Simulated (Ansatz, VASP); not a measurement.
# LaSi3Ir in two plane-wave programs, part 2 of 2

Wanted: the spread between two codes on one cell, functional and k mesh. The cell is taken from a series of runs on this material, whose earlier steps may have relaxed, scaled, displaced or heated it; both programs get it as it stands.

VASP 6.6.1 and Ansatz 0.2.0.

So far: Set-up; Ansatz: relaxation of cell and atoms, PBEsol; VASP: relaxation of cell and atoms, PBEsol.

### 3. VASP: relaxation of cell and atoms, PBEsol (continued)

Level of this step: PBEsol; plane waves and PAW (La, Si, Ir) (VASP).

Numbers of over 12 decimals in the logs are rounded to 6 here.

Parts of OUTCAR (step 3):

```text
ion  position               nearest neighbor table
   1  0.999  0.999  0.000-   4 3.13   4 3.13   4 3.13   4 3.13   2 3.15   3 3.15   3 3.15   2 3.15
                             2 3.35   2 3.35   3 3.35   3 3.35   5 3.37   5 3.37   5 3.37   5 3.37
   2  0.762  0.262  0.500-   5 2.38   5 2.38   4 2.59   4 2.59   3 3.01   3 3.01   3 3.01   3 3.01
                             1 3.15   1 3.15   1 3.35   1 3.35
   3  0.262  0.762  0.500-   5 2.38   5 2.38   4 2.59   4 2.59   2 3.01   2 3.01   2 3.01   2 3.01
                             1 3.15   1 3.15   1 3.35   1 3.35
   4  0.412  0.412  0.000-   5 2.37   3 2.59   2 2.59   3 2.59   2 2.59   1 3.13   1 3.13   1 3.13
                             1 3.13
   5  0.654  0.654  0.000-   4 2.37   2 2.38   3 2.38   2 2.38   3 2.38   1 3.37   1 3.37   1 3.37
                             1 3.37   1 3.39

  LATTYP: Found a body centered tetragonal cell.
 ALAT       =     4.2546660000
 C/A-ratio  =     2.3066877635

 Subroutine GETGRP returns: Found  8 space group operations
 (whereof  8 operations were pure point group operations)

The static configuration has the point symmetry C_4v.

 Found    102 irreducible k-points:

   k-points           NKPTS =    102   k-points in BZ     NKDIM =    102   number of bands    NBANDS=     22

   dimension x,y,z NGX =    42 NGY =   42 NGZ =   42
   dimension x,y,z NGXF=    84 NGYF=   84 NGZF=   84

   ENCUT  =  500.0 eV  36.75 Ry    6.06 a.u.  10.49 10.49 10.49*2*pi/ulx,y,z

   NELECT =      32.0000    total number of electrons

 k-points in reciprocal lattice and weights: Automatic mesh
   0.00000000  0.00000000  0.00000000       0.001
   0.10000000 -0.00000000  0.00000000       0.008
   0.20000000 -0.00000000  0.00000000       0.008
   0.30000000 -0.00000000  0.00000000       0.008
   0.40000000  0.00000000 -0.00000000       0.008
   0.50000000  0.00000000 -0.00000000       0.004
   0.10000000  0.10000000  0.00000000       0.008
   0.20000000  0.10000000  0.00000000       0.016
   0.30000000  0.10000000  0.00000000       0.016
[...]
-0.40000000 -0.40000000  0.40000000       0.002
   0.50000000  0.50000000  0.50000000       0.001

 average (electrostatic) potential at core
       1 -93.9058       2 -79.7801       3 -79.7801       4 -79.4804       5 -48.6538

 E-fermi :   9.6080

 k-point     1 :       0.0000    0.0000    0.0000
  band No.  band energies     occupation
    ...
     11       6.1960      2.00000
     12       6.4111      2.00000
     13       6.7873      2.00000
     14       7.9072      2.00000
     15       7.9072      2.00000
     16       9.6989      0.31209
     17       9.6989      0.31209
     18      10.7904     -0.00000
     19      11.5427     -0.00000
     20      11.8376     -0.00000
    ...

 k-point     2 :       0.1000   -0.0000    0.0000
  band No.  band energies     occupation
    ...
     13       6.7822      2.00000
     14       7.9472      2.00000
     15       8.0061      2.00000
     16       9.2796      2.04229
     17       9.4476      1.98108
     18      10.8731     -0.00000
     19      11.6107     -0.00000
     20      11.9228     -0.00000
     21      11.9796     -0.00000
     22      12.0010     -0.00000

 k-point     3 :       0.2000   -0.0000    0.0000
  band No.  band energies     occupation
    ...
     13       6.9972      2.00000
     14       7.9469      2.00000
     15       8.0447      2.00000
     16       8.8034      2.00000
     17       9.1177      2.00287
     18      10.8392     -0.00000
     19      11.7121     -0.00000
     20      11.9022     -0.00000
     21      12.0352     -0.00000
     22      12.0945     -0.00000

  Total        0.0041691      0.0041691      0.0017240      0.0000000      0.0000000      0.0000000
  in kB        0.0751344      0.0751344      0.0310695      0.0000000      0.0000000      0.0000000
  external PRESSURE =       0.0604461 kB  Pullay stress =       0.0000000 kB

  energy-cutoff  :      500.00
  volume of cell :       88.90
      direct lattice vectors                 reciprocal lattice vectors
    -2.127990288  2.127990288  4.908063884     0.000000000  0.234963478  0.101873165
     2.127990288 -2.127990288  4.908063884     0.234963478  0.000000000  0.101873165
     2.127990288  2.127990288 -4.908063884     0.234963478  0.234963478  0.000000000

 POSITION                                       TOTAL-FORCE (eV/Angst)
 -----------------------------------------------------------------------------------
      2.12799      2.12799      4.89671         0.000000      0.000000      0.002807
      0.00000      2.12799      2.57672         0.000000      0.000000     -0.001303
      2.12799      0.00000      2.57672        -0.000000     -0.000000     -0.001303
      0.00000      0.00000      4.04604        -0.000000     -0.000000     -0.001135
      0.00000      0.00000      6.41461         0.000000      0.000000      0.000935
 -----------------------------------------------------------------------------------
    total drift:                               -0.000000     -0.000000      0.001067

  FREE ENERGIE OF THE ION-ELECTRON SYSTEM (eV)
  ---------------------------------------------------
  free  energy   TOTEN  =       -37.0069420771 eV

  energy  without entropy=      -37.0047298091  energy(sigma->0) =      -37.00620465

 reached required accuracy - stopping structural energy minimisation

 total charge
# of ion       s       p       d       f       tot
--------------------------------------------------
    1        2.028   5.629   0.774   0.177   8.608
    2        0.772   0.838   0.000   0.000   1.610
    3        0.772   0.838   0.000   0.000   1.610
    4        0.772   0.878   0.000   0.000   1.650
    5        0.726   0.779   7.256   0.000   8.761
--------------------------------------------------
tot          5.069   8.963   8.030   0.177  22.238

[... 3 further parts left out ...]
```

The run keeps the 8 symmetry operations of its start, so it cannot find a distortion of lower symmetry.

### 4. Differences

Known differences besides the potentials themselves: the data sets hold 40 valence electrons in Ansatz (on its default PAW (the set named soft_2) files) and 32 in VASP; the cutoff is 420 eV in Ansatz and 500 eV in VASP; Ansatz makes its cores anew for this functional, VASP keeps those of its PBE data sets; Ansatz adds a Pulay correction to the stress that steers its cell, VASP none. Total energies have different zeros and are not compared.

Compared:

| quantity | Ansatz | VASP | difference |
| --- | --- | --- | --- |
| volume (Å³) | 88.81 | 88.90 | -0.10 % |
| edge a after relaxation, in the typed setting (Å) | 5.755 | 5.757 | -0.04 % |

### 5. Outcome

| Quantity | Value |
| --- | --- |
| difference in volume (relaxation of cell and atoms, PBEsol) | -0.10 % |

The difference in volume is -0.10 % (relaxation of cell and atoms, PBEsol), within the 1.2 % picked in this series as the mark of a large difference, as far as the stopping tolerances let one tell. The data sets hold unlike numbers of valence electrons (40 in Ansatz and 32 in VASP), so part of the differences comes from the potentials. Such differences can come from data sets, numerical settings and the points named under the comparisons, not from the functional's error against experiment.

[Lines on the potential files, build, host, timing and source positions are cut from VASP's logs without a mark.]

[Logs are printed without paths, hosts, clocks, repeated set-up lines and the standing remarks that a program may print on its own settings, such as how far it seeks lower states.]

[Hosts, paths, dates, database ids (printed as entryN), source tags and the programs' standing remarks are cut or masked in the printed files.]
